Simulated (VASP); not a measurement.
Input:

```xyz
3
Lattice="0.0000 3.7344 3.7344 3.7344 0.0000 3.7344 3.7344 3.7344 0.0000" Properties=species:S:1:pos:R:3 pbc="T T T"
K      1.8672     1.8672     1.8672
K      5.6016     5.6016     5.6016
Se     3.7344     3.7344     7.4688
```

Calculation: LDA (Ceperley-Alder, Perdew-Zunger), VASP's LDA PAW potentials (set 64) (plane waves; VASP). Numerical set-up: 400 eV cut-off, 6×6×6 Γ-centred mesh, tetrahedra with Blöchl corrections, potentials K_sv Se.

**Question.** What does the run give for the energy per atom (σ→0), band gap (on the k-mesh) with the smallest direct gap where there is one?

**Answer.** 
```
Quantity                                     Result
-----------------------------------  --------------
band gap (on the k-mesh)                    2.07 eV
smallest direct gap (on the k-mesh)         2.29 eV
energy per atom (σ→0)                -3.301 eV/atom
```

Total energies compare only between runs with the same potentials, cut-off and functional.

The structure comes from a computed database's K2Se entry (Fm-3m); how it stands against other phases isn't given here. It was relaxed first, which changed the volume by -8 %.
